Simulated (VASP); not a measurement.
# CH₂IF: electric field gradients, by potentials

CH₂IF, molecule in box, 5 atoms in the cell.

| Potentials | Vzz of the first element (V/Å²) | Vzz of the second element (V/Å²) | Vzz of the third element (V/Å²) | Time (s) |
|---|---|---|---|---|
| F, C, I, H | 288.07 | -46.98 | 1068.64 | 99 |
| F_GW, C_GW, I_GW, H_GW | 287.20 | -46.70 | 1086.15 | 104 |
| F_h, C_h, I, H_h | 287.55 | -46.72 | 1066.94 | 148 |

Limits: Where the asymmetry is near 1, two components of opposite sign are almost equal, so the sign of Vzz can flip with a small change.

## Input of the first row

INCAR:
```
GGA = PE ; PREC = Accurate
ENCUT = 950 ; EDIFF = 1E-7
LREAL = F ; LASPH = T
ALGO = Normal ; NELM = 120
LWAVE = F ; LCHARG = F
ISMEAR = 0 ; SIGMA = 0.01
LEFG = T ; QUAD_EFG = 0 0 -696 2.86
```

KPOINTS:
```
k-points
0
Gamma
  1 1 1
```

POSCAR:
```
H2CIF
1.0
   12.0000000000      0.0000000000      0.0000000000
    0.0000000000     11.0000000000      0.0000000000
    0.0000000000      0.0000000000     12.0000000000
F C I H
1 1 1 2
Direct
    0.6189416700      0.5847681800      0.4753750000
    0.5326333300      0.5097681800      0.4986166700
    0.3832250000      0.5699500000      0.4179833300
    0.5499250000      0.4190500000      0.4669000000
    0.5156916700      0.5104863600      0.5876833300
```

Commands:
```
cat potpaw_PBE.64/F/POTCAR potpaw_PBE.64/C/POTCAR potpaw_PBE.64/I/POTCAR potpaw_PBE.64/H/POTCAR > POTCAR
mpirun -np 4 vasp_gam > vasp.out
```

Changes of the last row against the first:
```
- cat potpaw_PBE.64/F/POTCAR potpaw_PBE.64/C/POTCAR potpaw_PBE.64/I/POTCAR potpaw_PBE.64/H/POTCAR > POTCAR
+ cat potpaw_PBE.64/F_h/POTCAR potpaw_PBE.64/C_h/POTCAR potpaw_PBE.64/I/POTCAR potpaw_PBE.64/H_h/POTCAR > POTCAR
```

VASP 6.6.1 took 99 s on 4 cores (Intel Xeon Platinum 8259CL @ 2.50GHz (Skylake/Cascade Lake)), a shared host.
